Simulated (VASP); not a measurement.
Set up this calculation in VASP 6.6.1, as the native input.

```yaml
Task: single point
Functional: PBE
Potentials_or_basis: VASP PAW PBE potentials, release 64 (Ba_sv, Ge_d, W_sv)
Cutoff: 520 eV
k_mesh: 3 × 3 × 6
Occupations: gaussian, width 0.1 eV
Spin: no spin polarisation
Dipole_correction: no
Further_INCAR_settings: ALGO = Normal; EDIFF = 1e-06; NBANDS = 49
```

The structure of BaGe3W2 lies in POSCAR:

```
BaGe3W2
1.0
    6.3312268400      0.0000000000      0.0000000000
   -3.1656134200      5.4830032800      0.0000000000
    0.0000000000      0.0000000000      3.4262172300
Ba Ge W
1 3 2
Direct
    0.0000000000      0.0000000000      0.0000000000
    0.5000000000      0.0000000000      0.5000000000
    0.5000000000      0.5000000000      0.5000000000
    0.0000000000      0.5000000000      0.5000000000
    0.3333333300      0.6666666700      0.0000000000
    0.6666666700      0.3333333300      0.0000000000
```

The cell was built by a generator and needn't be a form met in nature.

The cell isn't the ideal one: species swapped into the CeB2Ru3 type (P6/mmm, No. 191).

These files were run (other wordings do the same):

INCAR

```
ALGO     = Normal         # electronic algorithm
EDIFF    = 1E-6           # SCF threshold, eV
ENCUT    = 520            # plane-wave cutoff, eV
GGA      = PE             # functional
ISIF     = 2              # what is computed and relaxed
ISMEAR   = 0              # smearing method
LASPH    = True           # aspherical terms in the spheres
LCHARG   = False          # write CHGCAR
LREAL    = False          # projectors in reciprocal space
LWAVE    = False          # write WAVECAR
NBANDS   = 49             # bands
NELM     = 100            # most SCF steps
PREC     = Accurate       # precision mode
SIGMA    = 0.1            # smearing width, eV
```

KPOINTS

```
k-points
0
Gamma
  3 3 6
```

Potentials or basis: VASP PAW PBE potentials, release 64 (Ba_sv, Ge_d, W_sv).

Command:

```sh
$ cat potpaw_PBE.64/Ba_sv/POTCAR potpaw_PBE.64/Ge_d/POTCAR potpaw_PBE.64/W_sv/POTCAR > POTCAR
$ mpirun -np 1 vasp_std > vasp.out
```

It gave:

* Pressure: 12.1 GPa
* Band gap on the k mesh: none (metal or under the smearing width)

Caveat: the k mesh is coarse (spacing up to 0.38 Å⁻¹), so the values aren't converged.

Run time: 39 s on 1 thread of Intel(R) Xeon(R) 6975P-C (Granite Rapids) (shared host), peak memory 0.27 GiB.
